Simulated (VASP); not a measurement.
Crystal: Be3Te2Se.

```
Be Te Se
1.0
     2.70852    1.56377    4.40130
    -2.70852    1.56377    4.40130
     0.00000   -3.12754    4.40130
Be Te Se
3 2 1
Direct
  0.50000 0.00000 0.00000
  0.00000 0.50000 0.00000
  0.00000 0.00000 0.50000
  0.61708 0.61708 0.61708
  0.38292 0.38292 0.38292
  0.00000 0.00000 0.00000
```

The cell was built by a generator and needn't be a form met in nature.

- Program: VASP 6.6.1
- Task: relaxation of cell and atoms
- Functional: PBE
- Potentials or basis: VASP PAW PBE potentials, release 64 (Be, Te, Se)
- Cutoff: 520 eV
- k mesh: 3 × 3 × 3
- Occupations: gaussian, width 0.15 eV
- Spin: no spin polarisation

At the start: pressure -4.2 GPa; volume 18.64 Å³/atom.

Question: How do energy, volume and symmetry change on relaxing?

Answer: Over 11 steps the energy falls by 45.3 meV/atom and the volume is 17.72 Å³/atom (-4.9 %); space group R-3m (No. 166, to 0.05 Å).

The path:
```tsv
step	energy change (eV)	largest force (eV/Å)	pressure (GPa)	volume (Å³)
1	0.0000	1.1224	-4.17	111.85
2	-0.1836	0.6023	0.93	104.18
3	-0.1839	0.5761	1.12	103.86
4	-0.2257	0.3256	0.79	104.67
5	-0.2480	0.0281	0.60	105.60
6	-0.2493	0.1406	0.63	105.86
7	-0.2599	0.1948	-0.69	107.53
8	-0.2604	0.1409	-0.52	107.22
9	-0.2656	0.1365	-0.12	106.68
10	-0.2680	0.1339	0.43	105.87
11	-0.2718	0.0262	0.48	106.32
```

Final structure:
```
Be Te Se
1.0
     2.61925    1.51222    4.47376
    -2.61925    1.51222    4.47376
     0.00000   -3.02445    4.47376
Be Te Se
3 2 1
Direct
  0.50000 0.00000 0.00000
  0.00000 0.50000 0.00000
  0.00000 0.00000 0.50000
  0.60257 0.60257 0.60257
  0.39743 0.39743 0.39743
  0.00000 0.00000 0.00000
```

Caveat: the k mesh is coarse (spacing up to 0.47 Å⁻¹), so the values aren't converged.
